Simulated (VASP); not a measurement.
**SrCr2N2: single point with PBE**

Crystal: SrCr2N2.

```
CELL_PARAMETERS angstrom
3.31969 0.00000 0.00000
-1.65984 2.87494 0.00000
0.00000 0.00000 6.54628
ATOMIC_POSITIONS crystal
Sr 0.39300 0.11100 0.92400
Cr 0.05967 0.44433 0.54041
Cr 0.72633 0.77767 0.30759
N 0.05967 0.44433 0.23312
N 0.72633 0.77767 0.61488
```

The cell comes from a database or a generator and needn't be the stable form of this composition.

```yaml
Program: VASP 6.6.1
Task: single point
Functional: PBE
Potentials_or_basis: VASP PAW PBE potentials, release 64 (Sr_sv, Cr_pv, N)
Cutoff: 520 eV
k_mesh: 3 × 3 × 1
Occupations: gaussian, width 0.1 eV
Spin: collinear spin, twin_end start
Starting_moments: "[0.04, 1.01, 1.01, -0.06, -0.06] μB"
Dipole_correction: no
Further_INCAR_settings: ALGO = Normal; EDIFF = 1e-06; NBANDS = 34
```

```
Pressure                                              : 1.0 GPa
Largest force                                         : 0.261 eV/Å
Band gap on the k mesh                                : none (metal or under the smearing width)
Net moment                                            : 0.21 μB per cell
Site moments                                          : Sr -0.02; Cr +0.13; N -0.01 μB
Valence electrons inside the program's atomic spheres : Sr 8.20; Cr 11.11; N 3.67
```

Forces in eV/Å, atoms in the order of the input:
```
Sr   0.000  0.000  0.000
Cr   0.000  0.000  0.210
Cr   0.000  0.000 -0.210
N    0.000  0.000  0.261
N    0.000  0.000 -0.261
```

Stress tensor (GPa, compression positive):
```
-0.93  0.00  0.00
 0.00 -0.93  0.00
 0.00  0.00  4.90
```

Levels at points of the mesh, in eV from the Fermi level:
Spin up:
| k point | band 18 | band 19 | band 20 | band 21 | band 22 | band 23 | band 24 | band 25 | band 26 | band 27 |
| --- | --- | --- | --- | --- | --- | --- | --- | --- | --- | --- |
| (0.00, 0.00, 0.00) | -4.92 | -1.34 | -1.34 | -0.51 | 0.80 | 0.98 | 0.98 | 2.34 | 3.08 | 3.08 |
Spin down:
```csv
k point,band 20,band 21,band 22,band 23,band 24,band 25
"(0.00, 0.00, 0.00)",-1.29,-0.43,0.87,1.04,1.04,2.36
```

It took 19 s on 1 thread of AMD EPYC 9R45 96-Core Processor (Zen 5) (shared host), peak memory 0.19 GiB.

Caveat: the k mesh is coarse (spacing up to 0.96 Å⁻¹), so the values aren't converged. With open d or f shells a metallic result of PBE can be an artefact of self-interaction; +U or a hybrid may open a gap.
